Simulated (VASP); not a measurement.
Set up this calculation in VASP 6.6.1, as the native input.

| Property | Result |
| --- | --- |
| Task | relaxation of cell and atoms |
| Functional | optB88-vdW |
| Potentials or basis | VASP PAW PBE potentials, release 64 (Sb, W_sv) |
| Cutoff | 600 eV |
| k mesh | 7 × 7 × 7 |
| Occupations | fermi-dirac, width 0.05 eV |
| Spin | no spin polarisation |
| Further INCAR settings | ALGO = Fast; EDIFF = 1e-06; IBRION = 2; EDIFFG = -0.02; NSW = 60; ISIF = 3 |

The structure of SbW2 lies in POSCAR:

```
SbW2
1.0
    0.0000000000      3.1330100000      3.1330100000
    3.1330100000      0.0000000000      3.1330100000
    3.1330100000      3.1330100000      0.0000000000
Sb W
1 2
Direct
    0.5000000000      0.5000000000      0.5000000000
    0.2500000000      0.2500000000      0.2500000000
    0.7500000000      0.7500000000      0.7500000000
```

The cell was built by a generator and needn't be a form met in nature.

The input as run:

INCAR

```
SYSTEM = SbW2
  PREC = Accurate
  ENCUT = 600
  EDIFF = 1E-6
  ISMEAR = -1
  SIGMA = 0.05
  LREAL = .False.
  LASPH = .True.
  NELM = 100
  ALGO = Fast
  ISIF = 3
  LWAVE = .False.
  LCHARG = .False.
  GGA = BO
  LUSE_VDW = .True.
  AGGAC = 0.0
  PARAM1 = 0.1833333333
  PARAM2 = 0.22
  IBRION = 2
  NSW = 60
  EDIFFG = -0.02
```

KPOINTS

```
regular mesh
0
Gamma
  7 7 7
  0 0 0
```

Potentials or basis: VASP PAW PBE potentials, release 64 (Sb, W_sv).

Run with:

```console
$ cat potpaw_PBE.64/Sb/POTCAR potpaw_PBE.64/W_sv/POTCAR > POTCAR
$ mpirun -np 1 vasp_std > vasp.out
```

Results of the run:

| Quantity | Value |
| --- | --- |
| Relaxed volume | 20.59 Å³/atom |
| Relaxed cell | a = 4.437 Å, b = 4.437 Å, c = 4.437 Å, α = 60.00°, β = 60.00°, γ = 60.00° |
| Space group after relaxing (to 0.05 Å) | Fm-3m (No. 225) |
| Energy gained by relaxing | 0.2 meV/atom |
| Ionic steps | 3 |
| Pressure after relaxing | 0.0 GPa |

Caveat: the PAW data sets were made with another functional, which shifts forces and pressure a little.

Wall time 3 min on 1 thread of Intel(R) Xeon(R) 6975P-C (Granite Rapids), with other jobs on the host, peak memory 0.48 GiB.
